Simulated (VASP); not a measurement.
All values below come from RPBE GGA, VASP's PBE PAW potentials (set 64) (plane waves; VASP).

VASP input:

### KPOINTS
```
Automatic mesh
0
Gamma
 5 5 1
```

### INCAR
```
LWAVE = .FALSE.
LASPH = .TRUE.   # aspherical one-centre terms
ISMEAR = 0   # Gaussian
SIGMA = 0.01   # width (eV)
GGA = RP   # RPBE
PREC = Accurate
EDIFF = 1E-6
LREAL = Auto
ENCUT = 300   # plane-wave cut-off (eV)
LMAXMIX = 4   # l cut-off of mixed one-centre charges
LCHARG = .FALSE.
SYSTEM = ZnS
ALGO = Normal   # blocked Davidson
ISIF = 2
NELM = 100   # most electronic steps
```

POSCAR:
```
ZnS
1
    3.8329900000     0.0000000000     0.0000000000
   -1.9164950000     3.3194660000     0.0000000000
    0.0000000000     0.0000000000    43.8878210000
Zn S
14 14
Direct
  0.6666670000   0.3333330000   0.0715000000
  0.3333330000   0.6666670000   0.5715000000
  0.0000000000   0.0000000000   0.6429000000
  0.0000000000   0.0000000000   0.1429000000
  0.3333330000   0.6666670000   0.7857000000
  0.6666670000   0.3333330000   0.2857000000
  0.0000000000   0.0000000000   0.3572000000
  0.0000000000   0.0000000000   0.8572000000
  0.6666670000   0.3333330000   0.9286000000
  0.3333330000   0.6666670000   0.4286000000
  0.3333330000   0.6666670000   0.2143000000
  0.6666670000   0.3333330000   0.7143000000
  0.3333330000   0.6666670000   0.0000000000
  0.6666670000   0.3333330000   0.5000000000
  0.3333330000   0.6666670000   0.4820000000
  0.6666670000   0.3333330000   0.9820000000
  0.3333330000   0.6666670000   0.0536000000
  0.6666670000   0.3333330000   0.5536000000
  0.6666670000   0.3333330000   0.3393000000
  0.3333330000   0.6666670000   0.8393000000
  0.0000000000   0.0000000000   0.4107000000
  0.0000000000   0.0000000000   0.9107000000
  0.6666670000   0.3333330000   0.7678000000
  0.3333330000   0.6666670000   0.2678000000
  0.0000000000   0.0000000000   0.1964000000
  0.0000000000   0.0000000000   0.6964000000
  0.6666670000   0.3333330000   0.1250000000
  0.3333330000   0.6666670000   0.6250000000
```

POTCAR, in this order: Zn S (PBE.64 set). Program: vasp_std.

What VASP printed:

### OSZICAR
```
       N       E                     dE             d eps       ncg     rms          rms(c)
DAV:   1     0.185952810306E+04    0.18595E+04   -0.80580E+04  1518   0.136E+03
DAV:   2     0.220665203742E+03   -0.16389E+04   -0.15654E+04  1510   0.367E+02
DAV:   3    -0.731358995523E+02   -0.29380E+03   -0.28550E+03  1634   0.144E+02
DAV:   4    -0.918111183879E+02   -0.18675E+02   -0.18525E+02  1725   0.381E+01
DAV:   5    -0.922223388673E+02   -0.41122E+00   -0.40996E+00  1756   0.575E+00    0.285E+01
DAV:   6    -0.861840980359E+02    0.60382E+01   -0.11206E+01  2189   0.390E+01    0.213E+01
DAV:   7    -0.873738772668E+02   -0.11898E+01   -0.25536E+01  1732   0.105E+01    0.690E+00
DAV:   8    -0.865532001752E+02    0.82068E+00   -0.25183E+00  1860   0.760E+00    0.325E+00
DAV:   9    -0.864728166472E+02    0.80384E-01   -0.10170E+00  1844   0.380E+00    0.121E+00
DAV:  10    -0.864725059674E+02    0.31068E-03   -0.42042E-02  1796   0.187E+00    0.884E-01
DAV:  11    -0.864731410588E+02   -0.63509E-03   -0.59458E-03  1756   0.243E-01    0.878E-01
DAV:  12    -0.864807923872E+02   -0.76513E-02   -0.24365E-02  2092   0.117E+00    0.537E-01
DAV:  13    -0.864847573819E+02   -0.39650E-02   -0.15017E-02  1604   0.449E-01    0.839E-01
DAV:  14    -0.864789839121E+02    0.57735E-02   -0.67857E-03  1988   0.723E-01    0.583E-01
DAV:  15    -0.864788103967E+02    0.17352E-03   -0.18232E-03  1756   0.123E-01    0.498E-01
DAV:  16    -0.864787001069E+02    0.11029E-03   -0.67736E-05  2140   0.445E-02    0.457E-01
DAV:  17    -0.864778276219E+02    0.87248E-03   -0.54419E-04  2124   0.189E-01    0.322E-01
DAV:  18    -0.864770376917E+02    0.78993E-03   -0.15318E-03  1932   0.252E-01    0.117E-01
DAV:  19    -0.864770566291E+02   -0.18937E-04   -0.55164E-04  1748   0.576E-02    0.810E-02
DAV:  20    -0.864770550987E+02    0.15305E-05   -0.89785E-06  1612   0.966E-03    0.781E-02
DAV:  21    -0.864770515517E+02    0.35469E-05   -0.57274E-07   956   0.132E-02    0.805E-02
DAV:  22    -0.864769719519E+02    0.79600E-04   -0.11288E-04  2084   0.982E-02    0.503E-02
DAV:  23    -0.864769645895E+02    0.73624E-05   -0.64563E-05  2020   0.288E-02    0.334E-02
DAV:  24    -0.864769629234E+02    0.16661E-05   -0.58848E-06  1300   0.668E-03    0.233E-02
DAV:  25    -0.864769623593E+02    0.56408E-06   -0.50788E-07   868   0.389E-03
   1 F= -.86476962E+02 E0= -.86476962E+02  d E =-.168464E-12
```

OUTCAR:
```
------------------------ aborting loop because EDIFF is reached ----------------------------------------
  FORCE on cell =-STRESS in cart. coord.  units (eV):
  Direction    XX          YY          ZZ          XY          YZ          ZX
  --------------------------------------------------------------------------------------
  Total       11.7605443     11.7605393     11.1518054      0.0000000      0.0000000     -0.0000000
  in kB       33.7433406     33.7433261     31.9967475      0.0000000      0.0000000     -0.0000000
  external PRESSURE =      33.1611381 kB  Pullay stress =       0.0000000 kB
  volume of cell :      558.41
      direct lattice vectors                 reciprocal lattice vectors
     3.832990000  0.000000000  0.000000000     0.260892932  0.150626637  0.000000000
    -1.916495000  3.319466000  0.000000000     0.000000000  0.301253274  0.000000000
     0.000000000  0.000000000 43.887821000     0.000000000  0.000000000  0.022785365
  FREE ENERGIE OF THE ION-ELECTRON SYSTEM (eV)
  ---------------------------------------------------
  free  energy   TOTEN  =       -86.4769623593 eV

  energy  without entropy=      -86.4769623593  energy(sigma->0) =      -86.47696236
```
(Selected blocks of OUTCAR.)

At this cut-off the stress carries a Pulay error, which pulls relaxed volumes low.

The structure comes from a computed database's ZnS entry; how it stands against other phases isn't given here. The cell was not relaxed at this level. The run is one of a series of settings (GGA = RP against the base run), some of them coarse on purpose.
